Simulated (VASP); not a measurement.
Input for VASP

**KPOINTS**
```
Automatic mesh
0
Gamma
13 13 8
0 0 0
```

### INCAR
```
SYSTEM = Be
PREC = Accurate
ENCUT = 400
EDIFF = 1E-6
NELM = 100
ALGO = Normal
LREAL = .FALSE.
LASPH = .TRUE.
ISMEAR = 1
SIGMA = 0.1
GGA = PE
LWAVE = .FALSE.
LCHARG = .FALSE.
ISIF = 2
LEPSILON = .TRUE.
```

File POSCAR:
```
Be
1
    1.1679000000    -2.0228620000     0.0000000000
    1.1679000000     2.0228620000     0.0000000000
    0.0000000000     0.0000000000     3.6516000000
Be
2
Direct
  0.3333330000   0.6666670000   0.2500000000
  0.6666670000   0.3333330000   0.7500000000
```

POTCAR, in this order: Be (PBE.64 set). Program: vasp_std.

Output

**standard output**
```
...
RMM:   3    -0.919326243813E+00   -0.25525E-04   -0.17333E-05  1933   0.173E-02
RMM:   4    -0.919326305189E+00   -0.61376E-07   -0.70321E-08  1719   0.120E-03
 change of polarisation eV/A/(eV/A) component  1 :     1.839    -1.077    -0.720
 dielectric tensor                  component  1 :    20.283   -11.294    -7.552
 Linear response to external field (no local field effect), progress :
  Direction:   2
       N       E                     dE             d eps       ncg     rms          rms(c)
RMM:   1    -0.902159677350E+00   -0.90216E+00   -0.60002E+00  2724   0.250E+00
RMM:   2    -0.979050689921E+00   -0.76891E-01   -0.22453E-03  2046   0.223E-01
RMM:   3    -0.979093144964E+00   -0.42455E-04   -0.21009E-05  1875   0.150E-02
RMM:   4    -0.979093228622E+00   -0.83658E-07   -0.12927E-07  1597   0.116E-03
 change of polarisation eV/A/(eV/A) component  2 :    -1.077     1.958     0.463
 dielectric tensor                  component  2 :   -11.294    21.537     4.852
 Linear response to external field (no local field effect), progress :
  Direction:   3
       N       E                     dE             d eps       ncg     rms          rms(c)
RMM:   1    -0.121402947573E+01   -0.12140E+01   -0.75774E+00  2594   0.297E+00
RMM:   2    -0.128425481309E+01   -0.70225E-01   -0.40315E-03  1990   0.285E-01
RMM:   3    -0.128431257630E+01   -0.57763E-04   -0.42959E-05  1855   0.176E-02
RMM:   4    -0.128431279446E+01   -0.21815E-06   -0.25726E-07  1553   0.118E-03
 change of polarisation eV/A/(eV/A) component  3 :    -0.720     0.463     2.569
 dielectric tensor                  component  3 :    -7.552     4.852    27.939
 Linear response to external field, progress :
  Direction:   1
       N       E                     dE             d eps       ncg     rms          rms(c)
RMM:   1    -0.888271104722E+00   -0.88827E+00   -0.51404E+00  6275   0.264E+00
RMM:   2    -0.949172884372E+00   -0.60902E-01   -0.25771E-03  4757   0.234E-01    0.625E-01
RMM:   3    -0.950923315728E+00   -0.17504E-02   -0.14409E-04  4789   0.114E-01    0.387E-01
RMM:   4    -0.967230556523E+00   -0.16307E-01   -0.31096E-04  4829   0.176E-01    0.766E-03
RMM:   5    -0.967381798589E+00   -0.15124E-03    0.32601E-05  5120   0.811E-03    0.238E-03
RMM:   6    -0.967439609256E+00   -0.57811E-04    0.34731E-06  4613   0.239E-03    0.119E-04
RMM:   7    -0.967438829070E+00    0.78019E-06    0.18460E-06  3175   0.356E-04    0.362E-05
 change of polarisation eV/A/(eV/A) component  1 :     1.895    -0.445    -0.522
 dielectric tensor                  component  1 :    20.870    -4.663    -5.470
 Linear response to external field, progress :
  Direction:   2
       N       E                     dE             d eps       ncg     rms          rms(c)
RMM:   1    -0.885036920918E+00   -0.88504E+00   -0.51081E+00  6336   0.275E+00
RMM:   2    -0.949170923304E+00   -0.64134E-01   -0.27436E-03  4761   0.255E-01    0.625E-01
RMM:   3    -0.950923160553E+00   -0.17522E-02   -0.14588E-04  4808   0.114E-01    0.387E-01
RMM:   4    -0.967227653912E+00   -0.16304E-01   -0.31259E-04  4814   0.175E-01    0.766E-03
RMM:   5    -0.967382748060E+00   -0.15509E-03    0.29587E-05  5098   0.823E-03    0.238E-03
RMM:   6    -0.967438258345E+00   -0.55510E-04    0.12032E-05  4653   0.241E-03    0.119E-04
RMM:   7    -0.967437898158E+00    0.36019E-06    0.30083E-06  3211   0.359E-04    0.364E-05
 change of polarisation eV/A/(eV/A) component  2 :    -0.443     1.895    -0.225
 dielectric tensor                  component  2 :    -4.649    20.870    -2.355
 Linear response to external field, progress :
  Direction:   3
       N       E                     dE             d eps       ncg     rms          rms(c)
RMM:   1    -0.121402947596E+01   -0.12140E+01   -0.75774E+00  2594   0.297E+00
RMM:   2    -0.128425481252E+01   -0.70225E-01   -0.40315E-03  1989   0.285E-01    0.596E-01
RMM:   3    -0.128613659876E+01   -0.18818E-02   -0.11203E-04  1978   0.983E-02    0.371E-01
RMM:   4    -0.130082303611E+01   -0.14686E-01   -0.20070E-04  1970   0.150E-01    0.576E-03
RMM:   5    -0.130091585170E+01   -0.92816E-04   -0.81269E-07  2083   0.843E-03    0.307E-03
RMM:   6    -0.130101122689E+01   -0.95375E-04   -0.11312E-07  1976   0.414E-03    0.148E-04
RMM:   7    -0.130100892136E+01    0.23055E-05   -0.19752E-10  1041   0.259E-04    0.514E-05
RMM:   8    -0.130100812031E+01    0.80105E-06    0.37072E-94   628   0.230E-04    0.435E-06
 change of polarisation eV/A/(eV/A) component  3 :    -0.721     0.463     2.566
 dielectric tensor                  component  3 :    -7.560     4.857    27.913
 Born effective charges drift removed
```

### OUTCAR
```
------------------------ aborting loop because EDIFF is reached ----------------------------------------

 HEAD OF MICROSCOPIC STATIC DIELECTRIC TENSOR (INDEPENDENT PARTICLE, excluding Hartree and local field effects)
 ------------------------------------------------------
          20.910086     0.000000     0.000000
          -0.000000    20.910084    -0.000000
           0.000000     0.000000    27.939015
 ------------------------------------------------------

 MACROSCOPIC STATIC DIELECTRIC TENSOR (including local field effects in DFT)
 ------------------------------------------------------
          20.869988    -0.000000     0.000000
           0.000000    20.869985    -0.000000
           0.000000     0.000000    27.913488
 ------------------------------------------------------

 PIEZOELECTRIC TENSOR (including local field effects)  for field in x, y, z        (e  Angst)
          XX          YY          ZZ          XY          YZ          ZX
  --------------------------------------------------------------------------------
  x     0.00000     0.00000     0.00000     0.00000     0.00000     0.00000
  y     0.00000     0.00000     0.00000     0.00000     0.00000     0.00000
  z     0.00000     0.00000     0.00000     0.00000     0.00000     0.00000

 PIEZOELECTRIC TENSOR (including local field effects)  for field in x, y, z        (C/m^2)
          XX          YY          ZZ          XY          YZ          ZX
  --------------------------------------------------------------------------------
  x     0.00000     0.00000     0.00000     0.00000     0.00000     0.00000
  y     0.00000     0.00000     0.00000     0.00000     0.00000     0.00000
  z     0.00000     0.00000     0.00000     0.00000     0.00000     0.00000

 BORN EFFECTIVE CHARGES (including local field effects) (in |e|, cummulative output)
 ---------------------------------------------------------------------------------
 ion    1
    1     0.00000     0.00000     0.00000
    2     0.00000     0.00000     0.00000
    3     0.00000     0.00000     0.00000
 ion    2
    1     0.00000     0.00000     0.00000
    2     0.00000     0.00000     0.00000
    3     0.00000     0.00000     0.00000
```
(Selected blocks of OUTCAR.)

**Question.** Read input and log: which fault does this run have?
A) ISPIN is misspelt, so the run is not spin-polarised
B) one atom is typed twice, on or next to the same site
C) POTCAR lists the elements in another order than POSCAR
D) LEPSILON was set for a metal

**Answer.** D, LEPSILON was set for a metal. The run ends without an error. Against the sound run, the energy per atom (σ→0) stays essentially unchanged; the pressure stays essentially unchanged.

To mend it, drop LEPSILON, since a metal has no finite static dielectric tensor or Born charges. The plain static run on this cell (PBE GGA, plane waves, VASP's PBE PAW potentials (set 64)) converges, and its OSZICAR ends with
```
   1 F= -.74877762E+01 E0= -.74876958E+01  d E =-.241140E-03
```

The compound is Be in the hcp structure. The cell was not relaxed at this level.
